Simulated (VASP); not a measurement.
The input files of a VASP run:

### POSCAR
```
Li2Se
1
    0.0000000000     3.0600000000     3.0600000000
    3.0600000000     0.0000000000     3.0600000000
    3.0600000000     3.0600000000     0.0000000000
Li Se
2 1
Direct
  0.2500000000   0.2500000000   0.2500000000
  0.7500000000   0.7500000000   0.7500000000
  0.0000000000   0.0000000000   0.0000000000
```

**INCAR**
```
SYSTEM = Li2Se
PREC = Accurate
ENCUT = 520
EDIFF = 1E-6
NELM = 100
ALGO = Normal
LREAL = .FALSE.
LASPH = .TRUE.
ISMEAR = 0
SIGMA = 0.05
GGA = PE
LMAXMIX = 4
LWAVE = .FALSE.
LCHARG = .FALSE.
ISIF = 2
NBANDS = 4
```

KPOINTS:
```
Automatic mesh
0
Gamma
5 5 5
0 0 0
```

POTCAR, in this order: Li_sv Se (PBE.64 set). Program: vasp_std.

The resulting files:

**standard output**
```
 POSCAR found type information on POSCAR LiSe
 POSCAR found :  2 types and       3 ions
 Reading from existing POTCAR
 Reading from existing POTCAR
 LDA part: xc-table for (Slater+PW92), standard interpolation

 -----------------------------------------------------------------------------
|                                                                             |
|     EEEEEEE  RRRRRR   RRRRRR   OOOOOOO  RRRRRR      ###     ###     ###     |
|     E        R     R  R     R  O     O  R     R     ###     ###     ###     |
|     E        R     R  R     R  O     O  R     R     ###     ###     ###     |
|     EEEEE    RRRRRR   RRRRRR   O     O  RRRRRR       #       #       #      |
|     E        R   R    R   R    O     O  R   R                               |
|     E        R    R   R    R   O     O  R    R      ###     ###     ###     |
|     EEEEEEE  R     R  R     R  OOOOOOO  R     R     ###     ###     ###     |
|                                                                             |
|     The number of bands is not sufficient to hold all electrons. I am       |
|     sorry, but this calculation does not make sense. If you want to         |
|     calculate only selected states, you need to set either EFERMI or        |
|     EREF. EREF specifies around which energy states are supposed to be      |
|     calculated.                                                             |
|     I found NBANDS = 4, NELECT = 12.                                        |
|                                                                             |
|       ---->  I REFUSE TO CONTINUE WITH THIS SICK JOB ... BYE!!! <----       |
|                                                                             |
 -----------------------------------------------------------------------------
```

From input and log, find the fault in this run and mend it.

The cause: NBANDS is too small to hold all electrons. VASP stops with an error: The number of bands is not sufficient to hold all electrons. I am sorry, but this calculation does not make sense. If you want to calculate only selected states, you need to set either EFERMI or EREF. EREF specifies around which energy states are supposed to be calculated. I found NBANDS = 4, NELECT = 12. ----> I REFUSE TO CONTINUE WITH THIS SICK JOB ... BYE!!! <---- To mend it, remove NBANDS.

The mended run (PBE GGA, plane waves, VASP's PBE PAW potentials (set 64)) converges, and its OSZICAR ends with
```
   1 F= -.11114743E+02 E0= -.11114743E+02  d E =-.297793E-14
```

The compound is Li2Se in the antifluorite structure. The cell was not relaxed at this level.
